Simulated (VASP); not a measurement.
Output of a VASP run:

### OSZICAR
```
...
DAV:   1     0.181394566259E+03    0.18139E+03   -0.12596E+04 10556   0.168E+03
DAV:   2    -0.303349496666E+01   -0.18443E+03   -0.17691E+03 10530   0.318E+02
DAV:   3    -0.122880522327E+02   -0.92546E+01   -0.89183E+01 11320   0.104E+02
DAV:   4    -0.124054067197E+02   -0.11735E+00   -0.11717E+00 12038   0.106E+01
DAV:   5    -0.124090330367E+02   -0.36263E-02   -0.36261E-02 11911   0.173E+00    0.148E+01
DAV:   6    -0.126140383847E+02   -0.20501E+00   -0.24321E+01 11428   0.843E+01    0.111E+01
DAV:   7    -0.110489248241E+02    0.15651E+01   -0.71930E+00 11779   0.479E+01    0.293E+00
DAV:   8    -0.110989874201E+02   -0.50063E-01   -0.27297E-01 13732   0.100E+01    0.220E+00
DAV:   9    -0.111062085751E+02   -0.72212E-02   -0.92715E-02 13064   0.112E+01    0.148E+00
DAV:  10    -0.111071095300E+02   -0.90095E-03   -0.41682E-02 12560   0.681E+00    0.747E-01
DAV:  11    -0.111170034673E+02   -0.98939E-02   -0.29280E-02 14306   0.277E+00    0.386E-01
DAV:  12    -0.111261196896E+02   -0.91162E-02   -0.13610E-02 16086   0.251E+00    0.407E-01
DAV:  13    -0.111285628311E+02   -0.24431E-02   -0.40573E-03 14057   0.172E+00    0.311E-01
DAV:  14    -0.111303192724E+02   -0.17564E-02   -0.12880E-03 15595   0.543E-01    0.312E-01
DAV:  15    -0.111266611250E+02    0.36581E-02   -0.18074E-03 16177   0.122E+00    0.282E-01
DAV:  16    -0.111267882458E+02   -0.12712E-03   -0.22652E-03 17515   0.116E+00    0.262E-01
DAV:  17    -0.111299784129E+02   -0.31902E-02   -0.23674E-03 16721   0.105E+00    0.271E-01
DAV:  18    -0.111317480009E+02   -0.17696E-02   -0.10325E-03 16234   0.561E-01    0.275E-01
DAV:  19    -0.111248796406E+02    0.68684E-02   -0.80370E-03 16775   0.230E+00    0.291E-01
DAV:  20    -0.111261430775E+02   -0.12634E-02   -0.25947E-03 16609   0.948E-01    0.317E-01
DAV:  21    -0.111284138870E+02   -0.22708E-02   -0.13010E-03 15176   0.760E-01    0.323E-01
DAV:  22    -0.111239665996E+02    0.44473E-02   -0.41440E-03 15019   0.162E+00    0.363E-01
DAV:  23    -0.111350109123E+02   -0.11044E-01   -0.38374E-02 14971   0.506E+00    0.323E-01
DAV:  24    -0.111389155980E+02   -0.39047E-02   -0.29363E-02 14744   0.297E+00    0.215E-01
DAV:  25    -0.111353466597E+02    0.35689E-02   -0.14558E-02 15808   0.217E+00    0.483E-01
DAV:  26    -0.111402387911E+02   -0.48921E-02   -0.83660E-03 14057   0.227E+00    0.136E-01
DAV:  27    -0.111400500279E+02    0.18876E-03   -0.51373E-03 15039   0.124E+00    0.110E-01
DAV:  28    -0.111400317362E+02    0.18292E-04   -0.99878E-04 14816   0.648E-01    0.816E-02
DAV:  29    -0.111400888461E+02   -0.57110E-04   -0.32839E-04 14430   0.319E-01    0.559E-02
DAV:  30    -0.111401580838E+02   -0.69238E-04   -0.27681E-04 14871   0.326E-01    0.302E-02
DAV:  31    -0.111401551599E+02    0.29239E-05   -0.98215E-05 16765   0.243E-01    0.251E-02
DAV:  32    -0.111401496461E+02    0.55138E-05   -0.10011E-04 16057   0.218E-01    0.342E-02
DAV:  33    -0.111401714365E+02   -0.21790E-04   -0.83214E-05 17465   0.301E-01    0.121E-02
DAV:  34    -0.111401488367E+02    0.22600E-04   -0.11129E-04 16706   0.224E-01    0.338E-02
DAV:  35    -0.111401600671E+02   -0.11230E-04   -0.19637E-05 12326   0.665E-02    0.283E-02
DAV:  36    -0.111401622841E+02   -0.22171E-05   -0.80875E-06 13532   0.104E-01    0.262E-02
DAV:  37    -0.111401690929E+02   -0.68087E-05   -0.79277E-06 11138   0.533E-02    0.186E-02
DAV:  38    -0.111401740331E+02   -0.49402E-05   -0.43314E-06  9985   0.406E-02    0.123E-02
DAV:  39    -0.111401746051E+02   -0.57201E-06   -0.16627E-06  6999   0.154E-02
   1 F= -.11140175E+02 E0= -.11140380E+02  d E =0.615514E-03  mag=     1.3102
```

**OUTCAR**
```
------------------------ aborting loop because EDIFF is reached ----------------------------------------
  FORCE on cell =-STRESS in cart. coord.  units (eV):
  Direction    XX          YY          ZZ          XY          YZ          ZX
  --------------------------------------------------------------------------------------
  Total       -1.0820433     -1.1446957     -2.2240271      0.0000000      0.0000000      0.0000000
  in kB      -39.0117764    -41.2706343    -80.1846340      0.0000000      0.0000000      0.0000000
  external PRESSURE =     -53.4890149 kB  Pullay stress =       0.0000000 kB
  volume of cell :       44.44
      direct lattice vectors                 reciprocal lattice vectors
     3.501794000  0.000000000  0.000000000     0.285567912  0.000000000  0.000000000
     0.000000000  3.505880000  0.000000000     0.000000000  0.285235091  0.000000000
     0.000000000  0.000000000  3.619694000     0.000000000  0.000000000  0.276266447
 POSITION                                       TOTAL-FORCE (eV/Angst)
 -----------------------------------------------------------------------------------
      0.00000      0.00000      0.00000         0.322366      0.000000      0.000000
      0.00000      1.75294      1.80985         0.308358      0.000000      0.000000
      1.75090      0.00000      1.80985         0.019620      0.000000      0.000000
      1.83201      1.75294      0.00000        -0.650344      0.000000      0.000000
 -----------------------------------------------------------------------------------
    total drift:                               -0.000064      0.000000      0.000010
  FREE ENERGIE OF THE ION-ELECTRON SYSTEM (eV)
  ---------------------------------------------------
  free  energy   TOTEN  =       -11.1401746051 eV

  energy  without entropy=      -11.1407901195  energy(sigma->0) =      -11.14037978

 total charge

# of ion       s       p       d       tot
------------------------------------------
    1        0.417   0.375   0.000   0.792
    2        0.479   0.476   8.633   9.589
    3        0.478   0.475   8.631   9.584
    4        0.481   0.479   8.638   9.599
--------------------------------------------------
tot          1.856   1.806  25.902  29.563

 magnetization (x)

# of ion       s       p       d       tot
------------------------------------------
    1       -0.004  -0.015   0.000  -0.019
    2       -0.016  -0.044   0.560   0.500
    3       -0.016  -0.044   0.565   0.505
    4       -0.013  -0.042   0.561   0.506
--------------------------------------------------
tot         -0.049  -0.145   1.686   1.492
```
(Selected blocks of OUTCAR.)

POSCAR:
```
Ni3Al
1
    3.5017940000     0.0000000000     0.0000000000
    0.0000000000     3.5058800000     0.0000000000
    0.0000000000     0.0000000000     3.6196940000
Al Ni
1 3
Direct
  0.0000000000   0.0000000000   0.0000000000
  0.0000000000   0.5000000000   0.5000000000
  0.5000000000   0.0000000000   0.5000000000
  0.5231620000   0.5000000000   0.0000000000
```

**Question.** Write an INCAR and KPOINTS that could have produced this output.

**Answer.** This is not unique; one that fits is the input of the run itself, PBE GGA + U (Dudarev), plane waves, VASP's PBE PAW potentials (set 64).

**KPOINTS**
```
Automatic mesh
0
Gamma
8 8 8
0 0 0
```

### INCAR
```
# general
SYSTEM    = Ni3Al
PREC      = Accurate
ENCUT     = 400
LREAL     = F   # projection in real space or not
LASPH     = T   # aspherical one-centre terms

# electronic loop
EDIFF     = 1E-6   # SCF stop (eV)
NELM      = 100   # most electronic steps
ALGO      = Normal
LMAXMIX   = 4

# smearing
ISMEAR    = 1   # Methfessel-Paxton
SIGMA     = 0.1

# functional
GGA       = PE

# spin
ISPIN     = 2   # spin-polarised
MAGMOM    = 0.0 0.5 0.5 0.5

# DFT+U
LDAU      = T
LDAUTYPE  = 2
LDAUL     = -1 2
LDAUU     = 0 6.0
LDAUJ     = 0 0
LDAUPRINT = 1

# ions
ISIF      = 2   # forces and stress, cell fixed

# output
LWAVE     = F
LCHARG    = F
LORBIT    = 10
```

POTCAR, in this order: Al Ni (PBE.64 set). Program: vasp_std.

The compound is Ni3Al in the L1_2 structure. The cell was not relaxed at this level, atoms are displaced from their ideal sites. The run is one of a series of settings (LDAU = .TRUE., LDAUJ = 0 0, LDAUL = -1 2, LDAUTYPE = 2, LDAUU = 0 6.0 against the base run), some of them coarse on purpose.
